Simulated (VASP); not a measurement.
Output of a VASP run:

### OUTCAR
```
 ion  position               nearest neighbor table
   1  0.000  0.000  0.000-
   2  0.500  0.500  0.500-   3 2.89   4 2.89   5 2.89   5 2.89   3 2.89   4 2.89
   3  0.500  0.000  0.500-   2 2.89   2 2.89
   4  0.000  0.500  0.500-   2 2.89   2 2.89
   5  0.500  0.500  0.000-   2 2.89   2 2.89
  LATTYP: Found a simple cubic cell.
 ALAT       =     5.7790495156
 Subroutine PRICEL returns:
 Original cell was already a primitive cell.
 Subroutine GETGRP returns: Found 48 space group operations
The static configuration has the point symmetry O_h .
The dynamic configuration has the point symmetry O_h .
 Subroutine INISYM returns: Found 48 space group operations
 Subroutine IBZKPT returns following result:
 Found     10 irreducible k-points:

 Following reciprocal coordinates:
            Coordinates               Weight
  0.000000  0.000000  0.000000      1.000000
  0.250000  0.000000  0.000000      6.000000
  0.500000  0.000000  0.000000      3.000000
  0.250000  0.250000  0.000000     12.000000
  0.500000  0.250000  0.000000     12.000000
  0.500000  0.500000  0.000000      3.000000
  0.250000  0.250000  0.250000      8.000000
  0.500000  0.250000  0.250000     12.000000
  0.500000  0.500000  0.250000      6.000000
  0.500000  0.500000  0.500000      1.000000
   k-points           NKPTS =     10   k-points in BZ     NKDIM =     10   number of bands    NBANDS=     26
   number of dos      NEDOS =    301   number of ions     NIONS =      5
   total plane-waves  NPLWV =  64000
   dimension x,y,z NGX =    40 NGY =   40 NGZ =   40
   dimension x,y,z NGXF=    80 NGYF=   80 NGZF=   80
   ions per type =               1   1   3
   PREC   = accura    normal or accurate (medium, high low for compatibility)
   ISTART =      0    job   : 0-new  1-cont  2-samecut
   ICHARG =      2    charge: 1-file 2-atom 10-const
   ISPIN  =      1    spin polarized calculation?
   LNONCOLLINEAR =      F non collinear calculations
   LSORBIT =      F    spin-orbit coupling
   INIWAV =      1    electr: 0-lowe 1-rand  2-diag
   ENCUT  =  400.0 eV  29.40 Ry    5.42 a.u.   9.42  9.42  9.42*2*pi/ulx,y,z
   NELM   =    100;   NELMIN=  2; NELMDL= -5     # of ELM steps
   EDIFF  = 0.1E-07   stopping-criterion for ELM
   LREAL  =      F    real-space projection
   NLSPLINE    = F    spline interpolate recip. space projectors
   LMAXMIX     =    4 max onsite mixed and CHGCAR
   VOSKOWN=      0    Vosko Wilk Nusair interpolation
   EDIFFG = -.1E-02   stopping-criterion for IOM
   NSW    =     30    number of steps for IOM
   NBLOCK =      1;   KBLOCK =     30    inner block; outer block
   IBRION =      1    ionic relax: 0-MD 1-quasi-New 2-CG
   NFREE  =      0    steps in history (QN), initial steepest desc. (CG)
   ISIF   =      2    stress and relaxation
   ISYM   =      2    0-nonsym 1-usesym 2-fastsym
   TEIN   =    0.0    initial temperature
   TEBEG  =    0.0;   TEEND  =   0.0 temperature during run
   SMASS  =  -3.00    Nose mass-parameter (am)
   PSTRESS=    0.0 pullay stress
   NELECT =      44.0000    total number of electrons
   EFERMI =   0.00;   METHOD = LEGACY
   ISMEAR =     0;   SIGMA  =   0.05  broadening in eV -4-tet -1-fermi 0-gaus
   IALGO  =     38    algorithm
   LDIAG  =      T    sub-space diagonalisation (order eigenvalues)
   IMIX   =      4    mixing-type and parameters
     AMIX     =   0.40;   BMIX     =  1.00
     AMIX_MAG =   1.60;   BMIX_MAG =  1.00
     AMIN     =   0.10
   GGA     = CA    functional components
   VOSKOWN =     0    Vosko Wilk Nusair interpolation
   LHFCALC =     F    Hartree Fock is set to
   LHFONE  =     F    Hartree Fock one center treatment
   AEXX    =    0.0000 exact exchange contribution
   IVDW    =     0    specifies the selected vdW correction
   LEPSILON=     F    determine dielectric tensor
   LRPA    =     F    only Hartree local field effects (RPA)
  energy-cutoff  :      400.00
  volume of cell :      193.01
      direct lattice vectors                 reciprocal lattice vectors
...
```

### OSZICAR
```
       N       E                     dE             d eps       ncg     rms          rms(c)
DAV:   1     0.373593572800E+03    0.37359E+03   -0.16739E+04   520   0.125E+03
DAV:   2     0.229079986989E+02   -0.35069E+03   -0.34443E+03   654   0.313E+02
DAV:   3    -0.168462047585E+02   -0.39754E+02   -0.39601E+02   622   0.115E+02
DAV:   4    -0.182726698600E+02   -0.14265E+01   -0.14230E+01   680   0.296E+01
DAV:   5    -0.183100057635E+02   -0.37336E-01   -0.37317E-01   640   0.373E+00    0.458E+00
DAV:   6    -0.178594667477E+02    0.45054E+00   -0.85431E-01   760   0.946E+00    0.278E+00
DAV:   7    -0.178055845337E+02    0.53882E-01   -0.39632E-01   768   0.392E+00    0.966E-01
DAV:   8    -0.178036647228E+02    0.19198E-02   -0.51480E-02   734   0.196E+00    0.160E-01
DAV:   9    -0.178026088396E+02    0.10559E-02   -0.71240E-03   746   0.709E-01    0.871E-02
DAV:  10    -0.178026131247E+02   -0.42851E-05   -0.56532E-04   664   0.163E-01    0.220E-02
DAV:  11    -0.178026173800E+02   -0.42554E-05   -0.59837E-05   750   0.581E-02    0.100E-02
DAV:  12    -0.178026168028E+02    0.57727E-06   -0.85468E-06   704   0.358E-02    0.476E-03
DAV:  13    -0.178026163950E+02    0.40780E-06   -0.14706E-06   748   0.128E-02    0.240E-03
DAV:  14    -0.178026163552E+02    0.39769E-07   -0.43820E-07   746   0.595E-03    0.562E-04
DAV:  15    -0.178026163517E+02    0.34511E-08   -0.40963E-08   618   0.185E-03
   1 F= -.17802616E+02 E0= -.17802616E+02  d E =-.178026E+02
```

File OUTCAR:
```
------------------------ aborting loop because EDIFF is reached ----------------------------------------
  FORCE on cell =-STRESS in cart. coord.  units (eV):
  Direction    XX          YY          ZZ          XY          YZ          ZX
  --------------------------------------------------------------------------------------
  Total        0.0572976      0.0572976      0.0572976      0.0000000     -0.0000000     -0.0000000
  in kB        0.4756394      0.4756394      0.4756394      0.0000000     -0.0000000     -0.0000000
  external PRESSURE =       0.4756394 kB  Pullay stress =       0.0000000 kB
  volume of cell :      193.01
      direct lattice vectors                 reciprocal lattice vectors
     5.779049516  0.000000000  0.000000000     0.173038836  0.000000000  0.000000000
     0.000000000  5.779049516  0.000000000     0.000000000  0.173038836  0.000000000
     0.000000000  0.000000000  5.779049516     0.000000000  0.000000000  0.173038836
 POSITION                                       TOTAL-FORCE (eV/Angst)
 -----------------------------------------------------------------------------------
      0.00000      0.00000      0.00000         0.000000      0.000000      0.000000
      2.88952      2.88952      2.88952         0.000000      0.000000      0.000000
      2.88952      0.00000      2.88952         0.000000      0.000000      0.000000
      0.00000      2.88952      2.88952         0.000000      0.000000      0.000000
      2.88952      2.88952      0.00000         0.000000      0.000000      0.000000
 -----------------------------------------------------------------------------------
    total drift:                                0.000000      0.000000     -0.000000
  FREE ENERGIE OF THE ION-ELECTRON SYSTEM (eV)
  ---------------------------------------------------
  free  energy   TOTEN  =       -17.8026163517 eV

  energy  without entropy=      -17.8026163517  energy(sigma->0) =      -17.80261635

 reached required accuracy - stopping structural energy minimisation
```
(Selected blocks of OUTCAR.)

File POSCAR:
```
CsPbBr3
1
    5.7790495156     0.0000000000     0.0000000000
   -0.0000000000     5.7790495156     0.0000000000
   -0.0000000000    -0.0000000000     5.7790495156
Cs Pb Br
1 1 3
Direct
  0.0000000000   0.0000000000   0.0000000000
  0.5000000000   0.5000000000   0.5000000000
  0.5000000000   0.0000000000   0.5000000000
  0.0000000000   0.5000000000   0.5000000000
  0.5000000000   0.5000000000   0.0000000000
```

Problem. Write an INCAR and KPOINTS that could have produced this output.

Solution. One answer among several that fit: the input of the run itself, LDA (Ceperley-Alder, Perdew-Zunger), plane waves, VASP's LDA PAW potentials (set 64).

### INCAR
```
! general
SYSTEM  = CsPbBr3
PREC    = Accurate
ENCUT   = 400
LREAL   = .FALSE.
LASPH   = .TRUE.

! electronic loop
EDIFF   = 1E-8
NELM    = 100
ALGO    = Normal
LMAXMIX = 4

! smearing
ISMEAR  = 0
SIGMA   = 0.05

! ions
IBRION  = 1
NSW     = 30
ISIF    = 2
EDIFFG  = -0.001

! output
LWAVE   = .FALSE.
LCHARG  = .FALSE.
```

KPOINTS:
```
Automatic
0
gamma
  4 4 4
0 0 0
```

POTCAR, in this order: Cs_sv Pb_d Br (LDA.64 set). Program: vasp_std.

The compound is CsPbBr3 in the cubic perovskite structure, the ideal cubic form; the compound distorts at low or room temperature. It was relaxed first. The start is the result of an earlier pass.
